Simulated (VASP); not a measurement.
Given:

```
CELL_PARAMETERS angstrom
      0.00000     3.20645     3.29158
      3.19370     0.00000     3.29158
      3.19370     3.20645     0.00000
ATOMIC_POSITIONS crystal
  Na 0.00000 0.00000 0.00000
  I  0.48676 0.51324 0.51324
```

Level of theory: PBE GGA, VASP's PBE PAW potentials (set 64) (plane waves; VASP 6.6.1). Settings: 400 eV cut-off, 1×1×1 Γ-centred mesh, Gaussian smearing of 0.050 eV, potentials Na_pv I.

Q: Estimate the energy per atom (σ→0), pressure.

A: 
| Quantity | Value |
|---|---|
| energy per atom (σ→0) | 0.028 eV/atom |
| pressure | 20.86 GPa |

The compound is NaI in the rock salt structure. The cell was not relaxed at this level, atoms are displaced from their ideal sites. The k-mesh is coarse (spacing up to 1.68 per Å, 2π included), so the numbers may not be converged in it. The run is one of a series of settings (KPOINTS 1×1×1 Γ-centred mesh against the base run), some of them coarse on purpose.
